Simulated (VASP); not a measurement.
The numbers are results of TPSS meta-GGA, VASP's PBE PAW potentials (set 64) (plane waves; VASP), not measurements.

A VASP calculation is set up with these files.

### POSCAR
```
Co
7.9812970
  0.1545813225  -0.2677427326   0.0000000000
  0.1545813225   0.2677427326   0.0000000000
  0.0000000000   0.0000000000   0.5000000297
Co
2
Cart
  0.1545813225   0.0892477560   0.1250000074
  0.1545813225  -0.0892477560   0.3750000223
```

KPOINTS:
```
Regular mesh
0
gamma
  19 19 10
```

INCAR:
```
ALGO  =  Normal
EDIFF  =  1E-7
ENCUT  =  520
ISIF  =  2
ISMEAR  =  -5
ISPIN  =  2
LASPH  =  .True.
LCHARG  =  .False.
LMAXMIX  =  4
LMIXTAU  =  .True.
LORBIT  =  11
LREAL  =  .False.
LWAVE  =  .False.
MAGMOM  =  2*1.6
METAGGA  =  TPSS
NEDOS  =  601
NELM  =  100
PREC  =  Accurate
SYSTEM  =  Co
```

KPOINTS_OPT:
```
k-points along high-symmetry lines
6
Line-mode
Reciprocal
  0.000000   0.000000   0.000000 ! GAMMA
 -0.000000   0.500000   0.000000 ! M

 -0.000000   0.500000   0.000000 ! M
 -0.333333   0.666667   0.000000 ! K

 -0.333333   0.666667   0.000000 ! K
  0.000000   0.000000   0.000000 ! GAMMA

  0.000000   0.000000   0.000000 ! GAMMA
  0.000000   0.000000   0.500000 ! A

  0.000000   0.000000   0.500000 ! A
 -0.000000   0.500000   0.500000 ! L

 -0.000000   0.500000   0.500000 ! L
 -0.333333   0.666667   0.500000 ! H

 -0.333333   0.666667   0.500000 ! H
  0.000000   0.000000   0.500000 ! A

 -0.000000   0.500000   0.500000 ! L
 -0.000000   0.500000   0.000000 ! M

 -0.333333   0.666667   0.500000 ! H
 -0.333333   0.666667   0.000000 ! K
```

POTCAR, in this order: Co (PBE.64 set). Program: vasp_std.

The resulting files:

OUTCAR:
```
 ion  position               nearest neighbor table
   1  0.333  0.667  0.250-   2 2.45   2 2.45   2 2.45   2 2.45   2 2.45   2 2.45
   2  0.667  0.333  0.750-   1 2.45   1 2.45   1 2.45   1 2.45   1 2.45   1 2.45
  LATTYP: Found a hexagonal cell.
 ALAT       =     2.4675190855
 C/A-ratio  =     1.6172716800
 Subroutine PRICEL returns:
 Original cell was already a primitive cell.
 Subroutine GETGRP returns: Found 24 space group operations
The static configuration has the point symmetry D_3d.
 The point group associated with its full space group is D_6h.
The dynamic configuration has the point symmetry D_3d.
The overall configuration has the point symmetry D_3d.
 Subroutine INISYM returns: Found 24 space group operations
 Subroutine IBZKPT returns following result:
 Found    240 irreducible k-points:

 Following reciprocal coordinates:
            Coordinates               Weight
  0.000000  0.000000  0.000000      1.000000
  0.052632 -0.000000  0.000000      6.000000
  0.105263 -0.000000  0.000000      6.000000
  0.157895 -0.000000  0.000000      6.000000
  0.210526 -0.000000  0.000000      6.000000
  0.263158 -0.000000  0.000000      6.000000
  0.315789 -0.000000  0.000000      6.000000
  0.368421 -0.000000  0.000000      6.000000
  0.421053 -0.000000  0.000000      6.000000
  0.473684 -0.000000  0.000000      6.000000
  0.052632  0.052632  0.000000      6.000000
  0.105263  0.052632  0.000000     12.000000
  0.157895  0.052632  0.000000     12.000000
  0.210526  0.052632  0.000000     12.000000
  0.263158  0.052632  0.000000     12.000000
  0.315789  0.052632  0.000000     12.000000
  0.368421  0.052632  0.000000     12.000000
  0.421053  0.052632  0.000000     12.000000
  0.473684  0.052632  0.000000      6.000000
  0.105263  0.105263  0.000000      6.000000
  0.157895  0.105263  0.000000     12.000000
  0.210526  0.105263  0.000000     12.000000
  0.263158  0.105263  0.000000     12.000000
  0.315789  0.105263  0.000000     12.000000
  0.368421  0.105263  0.000000     12.000000
  0.421053  0.105263  0.000000     12.000000
  0.157895  0.157895  0.000000      6.000000
  0.210526  0.157895  0.000000     12.000000
  0.263158  0.157895  0.000000     12.000000
  0.315789  0.157895  0.000000     12.000000
  0.368421  0.157895  0.000000     12.000000
  0.421053  0.157895  0.000000      6.000000
  0.210526  0.210526  0.000000      6.000000
  0.263158  0.210526  0.000000     12.000000
  0.315789  0.210526  0.000000     12.000000
  0.368421  0.210526  0.000000     12.000000
  0.263158  0.263158  0.000000      6.000000
  0.315789  0.263158  0.000000     12.000000
  0.368421  0.263158  0.000000      6.000000
  0.315789  0.315789  0.000000      6.000000
   k-points           NKPTS =    240   k-points in BZ     NKDIM =    240   number of bands    NBANDS=     15
   number of dos      NEDOS =    601   number of ions     NIONS =      2
   total plane-waves  NPLWV =   9720
   dimension x,y,z NGX =    18 NGY =   18 NGZ =   30
   dimension x,y,z NGXF=    36 NGYF=   36 NGZF=   60
   ions per type =               2
   PREC   = accura    normal or accurate (medium, high low for compatibility)
   ISTART =      0    job   : 0-new  1-cont  2-samecut
   ICHARG =      2    charge: 1-file 2-atom 10-const
   ISPIN  =      2    spin polarized calculation?
   LNONCOLLINEAR =      F non collinear calculations
   LSORBIT =      F    spin-orbit coupling
   INIWAV =      1    electr: 0-lowe 1-rand  2-diag
   ENCUT  =  520.0 eV  38.22 Ry    6.18 a.u.   4.59  4.59  7.42*2*pi/ulx,y,z
   NELM   =    100;   NELMIN=  2; NELMDL= -5     # of ELM steps
   EDIFF  = 0.1E-06   stopping-criterion for ELM
...
```

### OSZICAR
```
       N       E                     dE             d eps       ncg     rms          rms(c)
DAV:   1     0.895684636481E+02    0.89568E+02   -0.11764E+04 14557   0.234E+03
DAV:   2    -0.163947380545E+02   -0.10596E+03   -0.98313E+02 14792   0.306E+02
DAV:   3    -0.212516837359E+02   -0.48569E+01   -0.47198E+01 18138   0.915E+01
DAV:   4    -0.213275111349E+02   -0.75827E-01   -0.75809E-01 21439   0.118E+01
DAV:   5    -0.213296572069E+02   -0.21461E-02   -0.21460E-02 20534   0.151E+00    0.160E+01
DAV:   6    -0.221462797260E+04   -0.21933E+04   -0.24966E+04 15742   0.496E+04    0.832E+00
DAV:   7    -0.295860232824E+02    0.21850E+04   -0.28160E+02 16403   0.386E+01    0.631E+00
DAV:   8    -0.296263694094E+02   -0.40346E-01   -0.16982E-01 18268   0.306E+00    0.102E+00
DAV:   9    -0.296180975170E+02    0.82719E-02   -0.86490E-02 19432   0.157E+00    0.592E-01
DAV:  10    -0.296164675117E+02    0.16300E-02   -0.16597E-03 20413   0.345E-01    0.292E-01
DAV:  11    -0.296156885460E+02    0.77897E-03   -0.12033E-03 16871   0.545E-01    0.129E-01
DAV:  12    -0.296156802225E+02    0.83235E-05   -0.67571E-05 19640   0.114E-01    0.532E-02
DAV:  13    -0.296156968413E+02   -0.16619E-04   -0.69942E-06 20046   0.366E-02    0.213E-02
DAV:  14    -0.296156994319E+02   -0.25906E-05   -0.82258E-07 17486   0.142E-02    0.764E-03
DAV:  15    -0.296156990777E+02    0.35427E-06   -0.36404E-07 14843   0.984E-03    0.459E-03
DAV:  16    -0.296156983177E+02    0.76002E-06   -0.69000E-08  8355   0.558E-03    0.109E-03
DAV:  17    -0.296156984710E+02   -0.15336E-06   -0.15039E-08  7928   0.203E-03    0.256E-04
DAV:  18    -0.296156985304E+02   -0.59368E-07   -0.38993E-09  7795   0.873E-04
   1 F= -.29615699E+02 E0= -.29615699E+02  d E =0.000000E+00  mag=     3.1928
       N       E                     dE             ncg
```

### OUTCAR
```
------------------------ aborting loop because EDIFF is reached ----------------------------------------
  FORCE on cell =-STRESS in cart. coord.  units (eV):
  Direction    XX          YY          ZZ          XY          YZ          ZX
  --------------------------------------------------------------------------------------
  Total       -0.0631872     -0.0631872     -0.1014955     -0.0000000      0.0000000     -0.0000000
  in kB       -4.8111028     -4.8111038     -7.7279121     -0.0000000      0.0000000     -0.0000000
  external PRESSURE =      -5.7833729 kB  Pullay stress =       0.0000000 kB
  volume of cell :       21.04
      direct lattice vectors                 reciprocal lattice vectors
     1.233759446 -2.136934269  0.000000000     0.405265388 -0.233980056  0.000000000
     1.233759446  2.136934269  0.000000000     0.405265388  0.233980056  0.000000000
     0.000000000  0.000000000  3.990648737     0.000000000  0.000000000  0.250585823
 POSITION                                       TOTAL-FORCE (eV/Angst)
 -----------------------------------------------------------------------------------
      1.23376      0.71231      0.99766         0.000000      0.000000      0.000000
      1.23376     -0.71231      2.99299        -0.000000     -0.000000      0.000000
 -----------------------------------------------------------------------------------
    total drift:                               -0.000023     -0.000004     -0.000029
  FREE ENERGIE OF THE ION-ELECTRON SYSTEM (eV)
  ---------------------------------------------------
  free  energy   TOTEN  =       -29.6156985304 eV

  energy  without entropy=      -29.6156985304  energy(sigma->0) =      -29.61569853

 total charge

# of ion       s       p       d       tot
------------------------------------------
    1        0.499   0.552   7.264   8.315
    2        0.499   0.552   7.264   8.315
--------------------------------------------------
tot          0.998   1.104  14.529  16.631

 magnetization (x)

# of ion       s       p       d       tot
------------------------------------------
    1       -0.022  -0.061   1.682   1.598
    2       -0.022  -0.061   1.682   1.598
--------------------------------------------------
tot         -0.045  -0.123   3.364   3.197
```
(Selected blocks of OUTCAR.)

For a metal the tetrahedron method with Blöchl corrections gives inexact stress and forces.

The compound is Co in the hcp structure. It was relaxed first, which changed the volume by -5 %.
